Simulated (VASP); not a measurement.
A cell of Pt (fcc) near equilibrium:

```xyz
1
Lattice="0.0000 1.9711 1.9711 1.9711 0.0000 1.9711 1.9711 1.9711 0.0000" Properties=species:S:1:pos:R:3 pbc="T T T"
Pt     0.0000     0.0000     0.0000
```

The numbers are results of r2SCAN meta-GGA, VASP's PBE PAW potentials (set 64) (plane waves; VASP), not measurements.

| run | ΔE (meV/atom) | σxx | σyy | σzz | largest shear component, with its sign (GPa) | largest force (eV/Å) |
|---|---|---|---|---|---|---|
| as it is | 0.0 | 0.03 | 0.03 | 0.03 | 0.00 | 0.000 |
| after one change | 29.4 | 11.36 | 11.36 | 15.57 | 0.00 | 0.000 |
Stress is in GPa, positive when the cell is compressed.

Task: Name the change that produced these shifts.
(A) biaxial strain of -2.0 % in the xy plane
(B) isotropic strain of +1.0 %
(C) uniaxial strain of -4.0 % along z
(D) biaxial strain of -4.0 % in the xy plane

Result: C, uniaxial strain of -4.0 % along z

The compound is Pt in the fcc structure.
